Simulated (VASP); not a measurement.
# Lattice of ZnO (zincite) across functionals and dispersion corrections, part 2 of 3

Aim: relax ZnO (zincite) at several levels and hold each cell against experiment. LASPH is on for some levels and off for others; the table marks which. The start is a cell from a database of measured crystal structures.

VASP 6.6.1, plane waves and PAW; the level of theory is named at each step.

So far. Step 2 (Relaxation with LDA): It ends with forces under 0.001 eV/Å and a pressure of 0.06 GPa. The volume lies -4.0 % from that of the database's start, which holds the thermal and zero-point expansion of its experiment. LDA is known to overbind. The conventional cell has a = 3.196 and c = 5.167 Å.

**3. Relaxation with PBE**

This step: PBE; plane waves and PAW (Zn, O) (VASP 6.6.1).

PBE, the usual starting point, adds the gradient of the density.

INCAR

```
SYSTEM = ZnO
PREC = Accurate
ENCUT = 560
EDIFF = 1E-06
NELM = 100
ISMEAR = -1
SIGMA = 0.05
LREAL = .FALSE.
ALGO = Normal
GGA = PE
NBANDS = 24
LORBIT = 11
LWAVE = .FALSE.
LCHARG = .FALSE.
KPAR = 4
IBRION = 2
NSW = 60
ISIF = 3
EDIFFG = -0.01
```

POSCAR

```
ZnO
1.0
    3.2493080000      0.0000000000      0.0000000000
   -1.6246540000      2.8139832727      0.0000000000
    0.0000000000      0.0000000000      5.2057090000
Zn O
2 2
Direct
    0.3333333333      0.6666666667      0.5000000000
    0.6666666667      0.3333333333      0.0000000000
    0.6666666667      0.3333333333      0.3790100000
    0.3333333333      0.6666666667      0.8790100000
```

KPOINTS

```
Automatic mesh
0
Gamma
8 8 5
0 0 0
```

Potentials, in the order of the species: Zn and O (PBE family, release 64).

Started as:

```
$ mpirun -np 4 vasp_std
```

Numbers of over 12 decimals in the logs are rounded to 6 here.

Log:

```text
[banner, memory and clock lines left out]
running    4 mpi-ranks, on    1 nodes
 distrk:  each k-point on    1 cores,    4 groups
 distr:  one band on    1 cores,    1 groups

 POSCAR found type information on POSCAR ZnO
 POSCAR found :  2 types and       4 ions
 LDA part: xc-table for (Slater+PW92), standard interpolation
 POSCAR, INCAR and KPOINTS ok, starting setup
 FFT: planning ... GRIDC
 FFT: planning ... GRID_SOFT
 FFT: planning ... GRID
 WAVECAR not read
 entering main loop
       N       E                     dE             d eps       ncg     rms          rms(c)
DAV:   1     0.298488915314E+03    0.29849E+03   -0.19584E+04  1448   0.231E+03
DAV:   2     0.792050707354E+01   -0.29057E+03   -0.27576E+03  1568   0.441E+02
DAV:   3    -0.206052152272E+02   -0.28526E+02   -0.28323E+02  1624   0.144E+02
DAV:   4    -0.210619228244E+02   -0.45671E+00   -0.45644E+00  1744   0.192E+01
DAV:   5    -0.210647378366E+02   -0.28150E-02   -0.28150E-02  1584   0.141E+00    0.147E+01
DAV:   6    -0.176744322693E+02    0.33903E+01   -0.90471E+00  2512   0.667E+01    0.907E+00
DAV:   7    -0.178526556236E+02   -0.17822E+00   -0.27011E+00  1488   0.182E+01    0.537E+00
DAV:   8    -0.178670942187E+02   -0.14439E-01   -0.60099E-01  2160   0.781E+00    0.165E+00
DAV:   9    -0.178158733612E+02    0.51221E-01   -0.12464E-01  2232   0.663E+00    0.307E-01
DAV:  10    -0.178188557764E+02   -0.29824E-02   -0.43432E-02  1456   0.145E+00    0.146E-01
DAV:  11    -0.178188447559E+02    0.11020E-04   -0.99202E-04  2008   0.356E-01    0.295E-02
DAV:  12    -0.178188991996E+02   -0.54444E-04   -0.82795E-05  1760   0.119E-01    0.308E-02
DAV:  13    -0.178188945679E+02    0.46317E-05   -0.22588E-05  1912   0.971E-02    0.107E-02
DAV:  14    -0.178188937475E+02    0.82040E-06   -0.95822E-06  1680   0.371E-02
   1 F= -.17818894E+02 E0= -.17818891E+02  d E =-.178189E+02
 curvature:   0.00 expect dE= 0.000E+00 dE for cont linesearch  0.000E+00
 trial: gam= 0.00000 g(F)=  0.108E-02 g(S)=  0.114E+00 ort = 0.000E+00 (trialstep = 0.100E+01)
 search vector abs. value=  0.115E+00
 bond charge predicted
       N       E                     dE             d eps       ncg     rms          rms(c)
DAV:   1    -0.193486057632E+02   -0.15297E+01   -0.22570E+01  1688   0.921E+01    0.890E+00
DAV:   2    -0.180238996520E+02    0.13247E+01   -0.42855E+00  1872   0.364E+01    0.338E+00
DAV:   3    -0.178959674430E+02    0.12793E+00   -0.15036E-01  1888   0.113E+01    0.197E+00
DAV:   4    -0.178488773792E+02    0.47090E-01   -0.64733E-02  2112   0.346E+00    0.258E-01
DAV:   5    -0.178485106420E+02    0.36674E-03   -0.10590E-02  1544   0.888E-01    0.549E-02
DAV:   6    -0.178485281649E+02   -0.17523E-04   -0.16712E-04  1992   0.263E-01    0.331E-02
DAV:   7    -0.178485484869E+02   -0.20322E-04   -0.96856E-05  2192   0.200E-01    0.190E-02
DAV:   8    -0.178485460545E+02    0.24324E-05   -0.52390E-05  1552   0.145E-01    0.268E-03
DAV:   9    -0.178485462136E+02   -0.15918E-06   -0.13121E-06  1144   0.138E-02
   2 F= -.17848546E+02 E0= -.17848540E+02  d E =-.296525E-01
[...]
3 F= -.17856919E+02 E0= -.17856915E+02  d E =-.380257E-01
[...]
4 F= -.17856908E+02 E0= -.17856904E+02  d E =-.380142E-01
[...]
5 F= -.17856960E+02 E0= -.17856955E+02  d E =-.519601E-04
[...]
6 F= -.17856970E+02 E0= -.17856965E+02  d E =-.617846E-04
 curvature:  -0.72 expect dE=-0.437E-04 dE for cont linesearch -0.149E-07
 trial: gam= 0.45958 g(F)=  0.352E-04 g(S)=  0.253E-04 ort = 0.129E-05 (trialstep = 0.104E+01)
 search vector abs. value=  0.787E-04
 bond charge predicted
       N       E                     dE             d eps       ncg     rms          rms(c)
DAV:   1    -0.178573696548E+02   -0.39974E-03   -0.17159E-02  1696   0.155E+00    0.146E-01
DAV:   2    -0.178570697559E+02    0.29990E-03   -0.16746E-03  1904   0.700E-01    0.556E-02
DAV:   3    -0.178570331883E+02    0.36568E-04   -0.33859E-05  2008   0.132E-01    0.321E-02
DAV:   4    -0.178570179884E+02    0.15200E-04   -0.24513E-05  1936   0.547E-02    0.499E-03
DAV:   5    -0.178570178764E+02    0.11203E-06   -0.31597E-06  1384   0.170E-02
   7 F= -.17857018E+02 E0= -.17857013E+02  d E =-.481926E-04
 trial-energy change:   -0.000048  1 .order   -0.000050   -0.000063   -0.000037
 step:   2.5299(harm=  2.5299)  dis= 0.00182  next Energy=   -17.857047 (dE=-0.772E-04)
 reached required accuracy - stopping structural energy minimisation
```

Wall time 31 s (4 MPI ranks of Intel Xeon Platinum 8488C (Sapphire Rapids), shared host); peak memory 0.78 GiB.

OUTCAR, selected parts (step 3):

```text
 Found     30 irreducible k-points:

   NELECT =      36.0000    total number of electrons

 E-fermi :   1.2303

 k-point     1 :       0.0000    0.0000    0.0000
  band No.  band energies     occupation
    ...
     14       0.0907      2.00000
     15       0.0907      2.00000
     16       0.7573      1.99984
     17       0.8340      1.99928
     18       0.8340      1.99928
     19       1.5507      0.00329
     20       5.8923      0.00000
     21       8.8870      0.00000
     22      13.5127      0.00000
     23      13.5127      0.00000
    ...

 k-point     2 :       0.1250    0.0000    0.0000
  band No.  band energies     occupation
    ...
     14      -0.4483      2.00000
     15      -0.1033      2.00000
     16       0.0265      2.00000
     17       0.6595      1.99998
     18       0.7293      1.99991
     19       2.5620      0.00000
     20       6.4934      0.00000
     21       8.8912      0.00000
     22      12.1501      0.00000
     23      13.6468      0.00000
    ...

  Total        0.0122808      0.0122808      0.0141801      0.0000000      0.0000000     -0.0000000
  in kB        0.3962181      0.3962181      0.4574982      0.0000000      0.0000000     -0.0000000
  external PRESSURE =       0.4166448 kB  Pullay stress =       0.0000000 kB

  energy-cutoff  :      560.00
  volume of cell :       49.66
      direct lattice vectors                 reciprocal lattice vectors
     3.288512530  0.000000000  0.000000000     0.304088852  0.175565781 -0.000000000
    -1.644256265  2.847935391 -0.000000000     0.000000000  0.351131561 -0.000000000
     0.000000000  0.000000000  5.302398439    -0.000000000  0.000000000  0.188593900

 POSITION                                       TOTAL-FORCE (eV/Angst)
 -----------------------------------------------------------------------------------
     -0.00000      1.89862      2.64970         0.000000      0.000000      0.008343
      1.64426      0.94931      5.30090         0.000000      0.000000      0.008343
      1.64426      0.94931      2.01116        -0.000000     -0.000000     -0.008343
     -0.00000      1.89862      4.66236        -0.000000     -0.000000     -0.008343
 -----------------------------------------------------------------------------------
    total drift:                                0.000000      0.000001     -0.000314

  FREE ENERGIE OF THE ION-ELECTRON SYSTEM (eV)
  ---------------------------------------------------
  free  energy   TOTEN  =       -17.8570178764 eV

  energy  without entropy=      -17.8570088583  energy(sigma->0) =      -17.85701337

 total charge
# of ion       s       p       d       tot
------------------------------------------
    1        0.446   0.452   9.890  10.788
    2        0.446   0.452   9.890  10.788
    3        1.549   3.436   0.000   4.984
    4        1.549   3.436   0.000   4.984
--------------------------------------------------
tot          3.990   7.776  19.780  31.545

[... 9 parts as in an earlier step ...]

[... 5 further parts left out ...]
```

CONTCAR:

```
ZnO
   1.00000000000000
     3.2885125296751245    0.0000000000000000    0.0000000000000000
    -1.6442562648375623    2.8479353913413550   -0.0000000000000000
     0.0000000000000000    0.0000000000000000    5.3023984393203234
  Zn              O
     2     2
Direct
     0.3333333332999970    0.6666666667000030    0.4997166375135604
     0.6666666667000030    0.3333333332999970    0.9997166375135604
     0.6666666667000030    0.3333333332999970    0.3792933624864406
     0.3333333332999970    0.6666666667000030    0.8792933624864405
```

Relaxation path:

```
step  energy less that of the first step (eV)  largest force (eV/Å)  pressure (GPa)  volume (Å³)
   1                                   0.0000                0.0749            5.92        47.60
   2                                  -0.0297                0.0291           -2.54        50.69
   3                                  -0.0380                0.0035           -0.03        49.67
   4                                  -0.0380                0.0022            0.05        49.63
   5                                  -0.0381                0.0104            0.18        49.62
   6                                  -0.0381                0.0135            0.09        49.61
   7                                  -0.0381                0.0083            0.04        49.66
```

```csv
"conventional cell, symmetrised",before,after,change
a (Å),3.249,3.289,+1.2 %
b (Å),3.249,3.289,+1.2 %
c (Å),5.206,5.302,+1.9 %
volume (Å³/atom),11.90,12.41,+4.3 %
```

Final coordinates:

```cif
data_structure
_symmetry_space_group_name_H-M 'P 1'
_symmetry_Int_Tables_number 1
_cell_length_a 3.2885
_cell_length_b 3.2885
_cell_length_c 5.3024
_cell_angle_alpha 90.000
_cell_angle_beta 90.000
_cell_angle_gamma 120.000
_cell_volume 49.66
loop_
_atom_site_label
_atom_site_type_symbol
_atom_site_fract_x
_atom_site_fract_y
_atom_site_fract_z
_atom_site_occupancy
Zn1 Zn 0.33333 0.66667 0.49972 1
Zn2 Zn 0.66667 0.33333 0.99972 1
O3 O 0.66667 0.33333 0.37929 1
O4 O 0.33333 0.66667 0.87929 1
```

Numbers from this step:

```
free energy (TOTEN)            : -17.86 eV
Fermi energy                   : 1.230 eV
pressure                       : 0.04166 GPa
gap on the k-mesh              : 0.7167 eV
least direct gap on the k-mesh : 0.7167 eV
```

It ends at 12.41 Å³/atom, +4.3 % from the start, with 0.04 GPa left. The conventional cell has a = 3.289 and c = 5.302 Å.

**4. Relaxation with r2SCAN**

This step: r2SCAN; plane waves and PAW (Zn, O) (VASP 6.6.1).

r2SCAN adds the kinetic-energy density, costs more than a GGA and is run with LASPH.

Changes to INCAR since step 3:

```diff
@@ -9,3 +9,4 @@
 ALGO = Normal
-GGA = PE
+METAGGA = R2SCAN
+LASPH = .TRUE.
 NBANDS = 24
```

POSCAR is that of step 3.

KPOINTS is that of step 3.

Started as:

```
$ mpirun -np 4 vasp_std
```

Log:

```text
[banner, memory and clock lines left out]
running    4 mpi-ranks, on    1 nodes
[...]
[... a notice as in an earlier step ...]

 LDA part: xc-table for (None), standard interpolation
 POSCAR, INCAR and KPOINTS ok, starting setup
[...]
entering main loop
       N       E                     dE             d eps       ncg     rms          rms(c)
DAV:   1     0.278370938241E+03    0.27837E+03   -0.20047E+04  1448   0.237E+03
DAV:   2    -0.168720697894E+02   -0.29524E+03   -0.28055E+03  1552   0.450E+02
DAV:   3    -0.461296735091E+02   -0.29258E+02   -0.29052E+02  1640   0.148E+02
DAV:   4    -0.465936053178E+02   -0.46393E+00   -0.46368E+00  1720   0.196E+01
[...]
DAV:  15    -0.363195531324E+02   -0.29720E-05   -0.63359E-06  1600   0.233E-02    0.470E-03
DAV:  16    -0.363195520124E+02    0.11200E-05   -0.68751E-07   968   0.126E-02    0.190E-03
DAV:  17    -0.363195527420E+02   -0.72958E-06   -0.67595E-07   808   0.848E-03
   1 F= -.36319553E+02 E0= -.36319553E+02  d E =-.363196E+02
[...]
DAV:   5    -0.363208102551E+02   -0.19320E-04   -0.20160E-04  1512   0.153E-01    0.123E-02
DAV:   6    -0.363208133481E+02   -0.30930E-05   -0.63360E-06  1680   0.762E-02    0.638E-03
DAV:   7    -0.363208127914E+02    0.55669E-06   -0.21504E-06   984   0.350E-02
   2 F= -.36320813E+02 E0= -.36320813E+02  d E =-.126005E-02
 trial-energy change:   -0.001260  1 .order   -0.001154   -0.003599    0.001291
 step:   0.7598(harm=  0.7359)  dis= 0.00306  next Energy=   -36.320966 (dE=-0.141E-02)
[...]
N       E                     dE             d eps       ncg     rms          rms(c)
DAV:   1    -0.363213425682E+02   -0.52922E-03   -0.38181E-02  1440   0.169E+00    0.159E-01
DAV:   2    -0.363210668656E+02    0.27570E-03   -0.20297E-03  1744   0.647E-01    0.867E-02
DAV:   3    -0.363209646719E+02    0.10219E-03   -0.75456E-05  1920   0.153E-01    0.358E-02
DAV:   4    -0.363209547575E+02    0.99143E-05   -0.53797E-05  2000   0.900E-02    0.473E-03
DAV:   5    -0.363209552632E+02   -0.50562E-06   -0.11545E-05  1496   0.365E-02    0.289E-03
DAV:   6    -0.363209546478E+02    0.61534E-06   -0.29252E-07   824   0.172E-02
   3 F= -.36320955E+02 E0= -.36320955E+02  d E =-.140191E-02
[...]
reached required accuracy - stopping structural energy minimisation
```

Elapsed: 62 s, on 4 MPI ranks; peak memory 0.78 GiB; 4 min of CPU time.

OUTCAR, selected parts (step 4):

```text
  Total       -0.0072024     -0.0072024      0.0036758      0.0000000      0.0000000      0.0000000
  in kB       -0.2428535     -0.2428535      0.1239401      0.0000000      0.0000000      0.0000000
  external PRESSURE =      -0.1205890 kB  Pullay stress =       0.0000000 kB

 POSITION                                       TOTAL-FORCE (eV/Angst)
 -----------------------------------------------------------------------------------
     -0.00000      1.87198      2.60645         0.000000      0.000000      0.008054
      1.62118      0.93599      5.21597        -0.000000      0.000000      0.008054
      1.62118      0.93599      1.98114        -0.000000      0.000000     -0.008054
     -0.00000      1.87198      4.59066        -0.000000     -0.000000     -0.008054
 -----------------------------------------------------------------------------------
    total drift:                                0.000000      0.000000     -0.045314

  FREE ENERGIE OF THE ION-ELECTRON SYSTEM (eV)
  ---------------------------------------------------
  free  energy   TOTEN  =       -36.3209546478 eV

  energy  without entropy=      -36.3209545657  energy(sigma->0) =      -36.32095461

[... 2 parts as in an earlier step ...]

[... 2 further parts left out ...]
[key lines of the parts left out:]
E-fermi :   1.5123
```

The PAW data sets were made with PBE, which is usual practice but a small mismatch for other functionals.

The steps of the relaxation:

```
step  energy less that of the first step (eV)  largest force (eV/Å)  pressure (GPa)  volume (Å³)
   1                                   0.0000                0.0835           -0.21        47.60
   2                                  -0.0013                0.0380            0.09        47.49
   3                                  -0.0014                0.0081           -0.01        47.52
```

| conventional cell, symmetrised | before | after | change |
| --- | --- | --- | --- |
| a (Å) | 3.249 | 3.242 | -0.2 % |
| b (Å) | 3.249 | 3.242 | -0.2 % |
| c (Å) | 5.206 | 5.219 | +0.3 % |
| volume (Å³/atom) | 11.90 | 11.88 | -0.2 % |

Final coordinates:

```xyz
4
Lattice="3.2424 0.0000 0.0000 -1.6212 2.8080 0.0000 0.0000 0.0000 5.2190" Properties=species:S:1:pos:R:3 pbc="T T T"
Zn    0.0000    1.8720    2.6064
Zn    1.6212    0.9360   -0.0031
O     1.6212    0.9360    1.9811
O     0.0000    1.8720    4.5907
```

It ends at 11.88 Å³/atom, -0.2 % from the start, with -0.01 GPa left. The conventional cell has a = 3.242 and c = 5.219 Å.

**5. Relaxation with PBE + D3(BJ)**

This step: PBE with D3(BJ); plane waves and PAW (Zn, O) (VASP 6.6.1).

A dispersion term adds the long-range attraction that semilocal functionals lack. D3 with Becke-Johnson damping keeps a finite attraction at short range.

Changes to INCAR since step 4:

```diff
@@ -9,4 +9,4 @@
 ALGO = Normal
-METAGGA = R2SCAN
-LASPH = .TRUE.
+GGA = PE
+IVDW = 12
 NBANDS = 24
```

POSCAR is that of step 4.

KPOINTS is that of step 4.

Started as:

```
$ mpirun -np 4 vasp_std
```

Log:

```text
[... set-up lines as in an earlier step ...]
 entering main loop
       N       E                     dE             d eps       ncg     rms          rms(c)
[... 14 cycles as in an earlier step ...]
   1 F= -.18715745E+02 E0= -.18715742E+02  d E =-.187157E+02
[... from here on, the cycles between the ionic steps are left out ...]
   2 F= -.18723478E+02 E0= -.18723475E+02  d E =-.773367E-02
   3 F= -.18725597E+02 E0= -.18725594E+02  d E =-.985210E-02
   4 F= -.18725593E+02 E0= -.18725590E+02  d E =-.984813E-02
   5 F= -.18725646E+02 E0= -.18725643E+02  d E =-.534866E-04
   6 F= -.18725655E+02 E0= -.18725652E+02  d E =-.625474E-04
   7 F= -.18725694E+02 E0= -.18725691E+02  d E =-.384568E-04
   8 F= -.18725722E+02 E0= -.18725719E+02  d E =-.666189E-04
   9 F= -.18725743E+02 E0= -.18725739E+02  d E =-.205445E-04
 trial-energy change:   -0.000021  1 .order   -0.000019   -0.000033   -0.000006
 step:   0.9688(harm=  0.9688)  dis= 0.00073  next Energy=   -18.725742 (dE=-0.199E-04)
 reached required accuracy - stopping structural energy minimisation
```

The job ended after 34 s (4 MPI ranks; peak memory 0.81 GiB).

From OUTCAR (step 5):

```text
 Edisp (eV)   -0.87793

 Edisp (eV)   -0.87814

  Total      -0.01851    -0.01851    -0.01164     0.00000     0.00000    -0.00000
  in kB      -0.61041    -0.61041    -0.38376     0.00000     0.00000    -0.00000
  external pressure =       -0.53 kB  Pullay stress =        0.00 kB

 POSITION                                       TOTAL-FORCE (eV/Angst)
 -----------------------------------------------------------------------------------
     -0.00000      1.88411      2.63475        -0.000000     -0.000000      0.001250
      1.63169      0.94206      0.00022        -0.000000     -0.000000      0.001250
      1.63169      0.94206      1.99681         0.000000      0.000000     -0.001250
     -0.00000      1.88411      4.63134         0.000000      0.000000     -0.001250
 -----------------------------------------------------------------------------------
    total drift:                                0.000000      0.000000     -0.000702

  FREE ENERGIE OF THE ION-ELECTRON SYSTEM (eV)
  ---------------------------------------------------
  free  energy   TOTEN  =       -18.7257425187 eV

  energy  without entropy=      -18.7257357748  energy(sigma->0) =      -18.72573915

[... 2 parts as in an earlier step ...]

[... 2 further parts left out ...]
[key lines of the parts left out:]
E-fermi :   1.4338
```

Relaxation path:

```csv
step,energy less that of the first step (eV),largest force (eV/Å),pressure (GPa),volume (Å³)
1,0.0000,0.0732,2.84,47.60
2,-0.0077,0.0364,-1.27,49.06
3,-0.0099,0.0065,-0.12,48.59
4,-0.0098,0.0045,-0.03,48.57
5,-0.0099,0.0119,0.08,48.55
6,-0.0099,0.0166,0.10,48.55
7,-0.0099,0.0143,0.06,48.57
8,-0.0100,0.0103,-0.04,48.61
9,-0.0100,0.0013,-0.05,48.60
```

```
conventional cell, symmetrised  before  after  change
                         a (Å)   3.249  3.263  +0.4 %
                         b (Å)   3.249  3.263  +0.4 %
                         c (Å)   5.206  5.269  +1.2 %
              volume (Å³/atom)   11.90  12.15  +2.1 %
```

Final coordinates:

```xyz
4
Lattice="3.2634 0.0000 0.0000 -1.6317 2.8262 0.0000 0.0000 0.0000 5.2691" Properties=species:S:1:pos:R:3 pbc="T T T"
Zn    0.0000    1.8841    2.6348
Zn    1.6317    0.9421    0.0002
O     1.6317    0.9421    1.9968
O     0.0000    1.8841    4.6313
```

It ends at 12.15 Å³/atom, +2.1 % from the start, with -0.05 GPa left. The conventional cell has a = 3.263 and c = 5.269 Å. Against plain PBE, the dispersion term moves a by -0.8 % and c by -0.6 %.

(Continued in part 3 of 3.)

[Lines on the potential files, build, host, timing and source positions are cut from VASP's logs without a mark.]

[Logs are printed without paths, hosts, clocks, repeated set-up lines and the standing remarks that a program may print on its own settings, such as how far it seeks lower states.]

[Hosts, paths, dates, database ids (printed as entryN), source tags and the programs' standing remarks are cut or masked in the printed files.]

[A measured line is paired with the nearest computed mode of its activity, which favours agreement.]
